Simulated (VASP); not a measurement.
Consider the following.

```xyz
2
Lattice="0.0000 1.7846 1.7846 1.7846 0.0000 1.7846 1.7846 1.7846 0.0000" Properties=species:S:1:pos:R:3 pbc="T T T"
C      0.0000     0.0000     0.0000
C      0.8923     0.8923     0.8923
```

All values below come from vdW-DF-cx, VASP's PBE PAW potentials (set 64) (plane waves; VASP). Numerical set-up: 520 eV cut-off, 13×13×13 Γ-centred mesh, Gaussian smearing of 0.050 eV, potentials C.

Q: Give the energy at these volumes per atom, relative to the lowest: 5.34, 5.51, 5.68, 5.85, 6.02 Å³.

A: 31.4, 7.6, 0.0, 6.5, 25.1 meV/atom. A third-order Birch-Murnaghan fit gives B0 = 439 GPa and B0′ = 3.7.

Measured: bulk modulus 455 GPa at 0 K (computed value off by -3.5 %), as given by Daniel Mejia-Rodriguez et al., Physical Review B (2018), arXiv:1807.09216 [0 K value with the zero-point phonon effect removed]; a 3.553 Å at 0 K (computed value off by +0.5 %), as given by Daniel Mejia-Rodriguez et al., Physical Review B (2018), arXiv:1807.09216 [static lattice: zero-point anharmonic expansion removed].

The compound is C in the diamond structure. It was relaxed first.
